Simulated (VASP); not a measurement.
```
CELL_PARAMETERS angstrom
      2.25411    -3.90423     0.00000
      2.25411     3.90423     0.00000
      0.00000     0.00000     7.33393
ATOMIC_POSITIONS crystal
  Mg 0.66667 0.33333 0.49984
  Mg 0.33333 0.66667 0.99984
  Te 0.66667 0.33333 0.87616
  Te 0.33333 0.66667 0.37616
```

Calculation: LDA (Ceperley-Alder, Perdew-Zunger), VASP's LDA PAW potentials (set 64) (plane waves; VASP 6.6.1). Run with 520 eV cut-off, 6×6×4 Γ-centred mesh, Gaussian smearing of 0.050 eV, potentials Mg Te.

Unless said otherwise, spin-orbit coupling is left out, though it shifts the bands of the heavy elements here.

Task: Predict the energy per atom (σ→0), band gap (on the k-mesh) with the smallest direct gap where there is one.

Result: 
```
Quantity                                      Value
-----------------------------------  --------------
band gap (on the k-mesh)                    2.46 eV
smallest direct gap (on the k-mesh)         2.46 eV
energy per atom (σ→0)                -3.654 eV/atom
```

Only differences to runs with the same potentials and settings are physical.

The compound is MgTe in the wurtzite structure. It was relaxed first. The start is the result of an earlier pass.
